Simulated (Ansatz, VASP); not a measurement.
Given: the input of a run of VASP 6.6.1 on Rb3Mg.

INCAR

```
SYSTEM = Rb3Mg
ALGO = Normal
EDIFF = 1E-7
ENCUT = 520
GGA = PE
ISIF = 2
ISMEAR = -1
LASPH = .TRUE.
LCHARG = .FALSE.
LREAL = .FALSE.
LWAVE = .FALSE.
NBANDS = 22
NELM = 60
PREC = Accurate
SIGMA = 0.05
```

KPOINTS

```
k-points
0
G
  6 6 6
  0 0 0
```

POSCAR

```
Rb3Mg
1.0
   -3.1836499370      3.1836499370      6.1039478838
    3.1836499370     -3.1836499370      6.1039478838
    3.1836499370      3.1836499370     -6.1039478838
Rb Mg
3 1
Direct
    0.2500000000      0.7500000000      0.5000000000
    0.7500000000      0.2500000000      0.5000000000
    0.5000000000      0.5000000000      0.0000000000
    0.0000000000      0.0000000000      0.0000000000
```

Potentials or basis: VASP PAW PBE potentials, release 64 (Rb_sv, Mg).

Run with:

```bash
$ cat potpaw_PBE.64/Rb_sv/POTCAR potpaw_PBE.64/Mg/POTCAR > POTCAR
$ mpirun -np 1 vasp_std > vasp.out
```

**Question.** Set up the same calculation for Ansatz 0.2.0. Potentials there: Ansatz PAW.

**Answer.** As run (the cutoff follows the program's own potentials):

input.yaml

```yaml
crystal:
  lattice:
    - [-3.183649937, 3.183649937, 6.1039478838]
    - [3.183649937, -3.183649937, 6.1039478838]
    - [3.183649937, 3.183649937, -6.1039478838]
  atoms:
    - { symbol: Rb, position: [0.25, 0.75, 0.5] }
    - { symbol: Rb, position: [0.75, 0.25, 0.5] }
    - { symbol: Rb, position: [0.5, 0.5, 0.0] }
    - { symbol: Mg, position: [0.0, 0.0, 0.0] }
hamiltonian:
  xc: pbe
  pseudopotentials: { kind: paw }
kpoints:
  mp_grid: { grid: [6, 6, 6] }
scf:
  occupations: { method: fermi_dirac, width: 0.05 }
output:
  forces: true
  stress: true
  eigenvalues: true
```

Potentials or basis: Ansatz PAW.

Command:

```bash
$ ansatz run input.yaml --threads 2 --pin off --max-ram 5120MiB --backend cpu --events-out ev --progress --plain --runs-dir out
```

Both were run:

|  | VASP | Ansatz | Ansatz less VASP |
| --- | --- | --- | --- |
| gap on the k mesh at the Fermi level (eV) | none | none | - |
| pressure (GPa) | 0.2 | 0.2 | 0.00 |
| largest component of the traceless stress (GPa) | 0.06 | 0.06 | 0.000 |

A gap of «none» marks a metal or a gap that the smearing closes. The two sets of potentials don't hold the same shells in valence.
